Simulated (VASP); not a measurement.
A convergence study with VASP on PbS (rock salt): one setting is varied, all else stays as given below, so the limit is that of these other settings. The cell's lengths are 1 % over those of the tabulated start and one atom is moved, so it is off equilibrium.

```xyz
2
Lattice="0.0000 2.9997 2.9997 2.9997 0.0000 2.9997 2.9997 2.9997 0.0000" Properties=species:S:1:pos:R:3 pbc="T T T"
Pb     0.0000     0.0000     0.0000
S      3.0603     2.9997     2.9997
```

These are LDA (Ceperley-Alder, Perdew-Zunger), VASP's LDA PAW potentials (set 64) (plane waves; VASP 6.6.1) values and carry that method's errors. The tightest run used: 1000 eV cut-off, 9×9×9 Γ-centred mesh, Gaussian smearing of 0.050 eV, potentials Pb_d S.

Unless said otherwise, spin-orbit coupling is left out, though it shifts the bands of the heavy elements here. Gaps are read on the run's mesh, which can miss a band edge.

**Question.** The settings run are ENCUT = 150; ENCUT = 250; ENCUT = 350; ENCUT = 450; ENCUT = 550; ENCUT = 600; ENCUT = 650; ENCUT = 700; ENCUT = 750; ENCUT = 800; ENCUT = 850; ENCUT = 1000. From which on does the stress (every component) stay within 0.1 GPa of the tightest run?

**Answer.** From ENCUT = 450 on: it is off by 0.02 there and by no more than 0.1 in any finer run, while ENCUT = 350 is off by 0.33.
| setting | E (eV/atom) | pressure (GPa) | gap on the mesh (eV) | plane waves | difference judged (GPa) |
|---|---|---|---|---|---|
| ENCUT = 150 | -2.1817 | -193.40 | 0.785 | 232 | 189.26 |
| ENCUT = 250 | -4.9682 | -4.89 | 0.750 | 531 | 0.74 |
| ENCUT = 350 | -4.9712 | -4.48 | 0.751 | 821 | 0.33 |
| ENCUT = 450 | -4.9724 | -4.18 | 0.751 | 1211 | 0.02 |
| ENCUT = 550 | -4.9722 | -4.20 | 0.751 | 1596 | 0.04 |
| ENCUT = 600 | -4.9723 | -4.16 | 0.751 | 1823 | 0.01 |
| ENCUT = 650 | -4.9724 | -4.15 | 0.751 | 2085 | 0.00 |
| ENCUT = 700 | -4.9724 | -4.15 | 0.751 | 2285 | 0.00 |
| ENCUT = 750 | -4.9723 | -4.16 | 0.751 | 2565 | 0.01 |
| ENCUT = 800 | -4.9723 | -4.16 | 0.751 | 2789 | 0.01 |
| ENCUT = 850 | -4.9723 | -4.16 | 0.751 | 3071 | 0.00 |
| ENCUT = 1000 | -4.9723 | -4.15 | 0.751 | 3905 | 0.00 |

Left out are rungs that failed or repeat a setting and relaxations that didn't move; long series are thinned to 24 rows.

The compound is PbS in the rock salt structure. The cell was not relaxed at this level, it is distorted from the ideal structure.
